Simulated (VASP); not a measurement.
Runs of VASP 6.6.1 on Ga2O3. Symmetry: R-3c, No. 167, trigonal system. Conventional cell: a = 5.063 Å, b = 5.063 Å, c = 13.635 Å, α = 90.00°, β = 90.00°, γ = 120.00°. Around Ga (site symmetry 3) lie 6 O at 1.95 to 2.11 Å. O (site symmetry 2) has 4 Ga at 1.95 to 2.11 Å as nearest neighbours. The cell is a database's computed one.

```csv
task,level,potentials or basis,cell,k mesh,cutoff (eV),gap on the mesh (eV),pressure (GPa),largest force (eV/Å)
band structure,r2SCAN,"VASP PAW PBE potentials, release 64 (Ga_d, O)","R-3c, 10.09 Å³/atom",8 × 8 × 8,450,3.05,-,0.09
band structure,LDA,"VASP PAW LDA potentials, release 64 (Ga_d, O)","R-3c, 10.09 Å³/atom",8 × 8 × 8,450,(a),-,0.07
band structure,PBE,"VASP PAW PBE potentials, release 64 (Ga_d, O)","R-3c, 10.09 Å³/atom",8 × 8 × 8,450,2.38,-,-
relaxation of cell and atoms,PBE,"VASP PAW PBE potentials, release 64 (Ga_d, O)",relaxed,7 × 7 × 7,600,(b),-0.1,-
band structure,PBE,"VASP PAW PBE potentials, release 64 (Ga_d, O)","R-3c, 10.09 Å³/atom",8 × 8 × 8,600,2.38,0.0,-
```

Alike in all rows: no spin polarisation; smearing gaussian 0.02 eV.

Fill in the values left out.

(a) 2.33; (b) 2.36.

Caveats: the cutoff is under 1.25 times the usual one of these potentials, so pressure, stress and relaxed cells hold a basis-set (Pulay) error (some runs); the PAW data sets were made with another functional, which shifts forces and pressure a little (some runs); an odd mesh through Γ misses points on the zone boundary, where band edges often lie (some runs).

A k mesh can miss the band edges, and the runs leave out spin-orbit coupling on Ga.
